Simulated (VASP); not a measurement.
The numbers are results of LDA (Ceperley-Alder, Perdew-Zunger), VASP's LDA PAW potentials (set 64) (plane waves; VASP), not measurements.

A VASP calculation is set up with these files.

### KPOINTS
```
Automatic mesh
0
Gamma
11 11 11
0 0 0
```

**POSCAR**
```
GaN
1
    0.0000000000     2.1473407562     2.1473407562
    2.1473407562     0.0000000000     2.1473407562
    2.1473407562     2.1473407562     0.0000000000
Ga N
1 1
Direct
  0.0000000000   0.0000000000   0.0000000000
  0.2500000000   0.2500000000   0.2500000000
```

**INCAR**
```
EDIFF = 1E-6   # SCF stop (eV)
ISIF = 3
LMAXMIX = 4   # l cut-off of mixed one-centre charges
IBRION = 2   # conjugate gradients
NSW = 40   # most ionic steps
NELM = 100   # most electronic steps
ISMEAR = 0   # Gaussian
PSTRESS = 450
ENCUT = 620   # plane-wave cut-off (eV)
LWAVE = F
PREC = Accurate
ALGO = Normal   # blocked Davidson
SIGMA = 0.05
LCHARG = F
LASPH = T   # aspherical one-centre terms
LREAL = F   # projection in real space or not
SYSTEM = GaN
EDIFFG = -0.02   # ionic stop
```

POTCAR, in this order: Ga_d N (LDA.64 set). Program: vasp_std.

**Question.** What will the output report for the number of irreducible k-points (NKPTS), largest plane-wave count, number of space-group operations, FFT grid (NGX, NGY, NGZ)?

**Answer.** 
```json
{
 "number of irreducible k-points (NKPTS)": "56",
 "largest_plane_wave_count": "725",
 "number_of_space_group_operations": "24",
 "FFT grid (NGX, NGY, NGZ)": "28 × 28 × 28"
}
```

The compound is GaN in the zinc blende structure, a metastable form; wurtzite is the usual one. This run relaxes it under an external pressure of 45 GPa. Symmetry was kept, so distortions that lower it aren't found.
